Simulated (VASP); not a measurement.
The system is Bi.

```xyz
2
Lattice="2.2675 1.3091 3.9380 -2.2675 1.3091 3.9380 0.0000 -2.6183 3.9380" Properties=species:S:1:pos:R:3 pbc="T T T"
Bi    0.0000    0.0000    2.7645
Bi    0.0000    0.0000    9.0495
```

* Program: VASP 6.6.1
* Task: relaxation of cell and atoms
* Functional: PBEsol
* Potentials or basis: VASP PAW PBE potentials, release 64 (Bi_d)
* Cutoff: 600 eV
* k mesh: 10 × 10 × 10
* Occupations: methfessel-paxton, width 0.1 eV
* Spin: no spin polarisation

At the start: pressure -0.3 GPa; volume 35.07 Å³/atom.

Where does the relaxation end?

Over 18 steps the energy falls by 2.9 meV/atom and the volume is 34.40 Å³/atom (-1.9 %); space group R-3m (No. 166, to 0.05 Å).

Step by step:
| step | energy change (eV) | largest force (eV/Å) | pressure (GPa) | volume (Å³) |
| --- | --- | --- | --- | --- |
| 1 | 0.0000 | 0.1492 | -0.28 | 70.14 |
| 2 | -0.0025 | 0.1269 | 0.01 | 69.53 |
| 3 | -0.0036 | 0.1035 | 0.34 | 68.88 |
| 4 | -0.0050 | 0.0300 | 0.05 | 69.05 |
| 5 | -0.0052 | 0.0077 | -0.11 | 69.14 |
| 6 | -0.0052 | 0.0013 | -0.11 | 69.13 |
| 7 | -0.0055 | 0.0061 | -0.05 | 68.98 |
| 8 | -0.0057 | 0.0100 | 0.05 | 68.74 |
| 9 | -0.0057 | 0.0106 | 0.05 | 68.70 |
| 10 | -0.0057 | 0.0125 | 0.07 | 68.64 |
| 11 | -0.0057 | 0.0084 | 0.09 | 68.67 |
| 12 | -0.0057 | 0.0082 | 0.09 | 68.69 |
| 13 | -0.0057 | 0.0184 | -0.06 | 68.81 |
| 14 | -0.0057 | 0.0127 | -0.04 | 68.77 |
| 15 | -0.0057 | 0.0132 | -0.02 | 68.76 |
| 16 | -0.0057 | 0.0121 | 0.01 | 68.76 |
| 17 | -0.0057 | 0.0168 | 0.02 | 68.76 |
| 18 | -0.0058 | 0.0066 | 0.00 | 68.81 |

Final structure:
```
Bi
1.0
     2.26388    1.30705    3.87548
    -2.26388    1.30705    3.87548
     0.00000   -2.61410    3.87548
Bi
2
Direct
  0.23677 0.23677 0.23677
  0.76323 0.76323 0.76323
```

Caveat: the PAW data sets were made with another functional, which shifts forces and pressure a little.
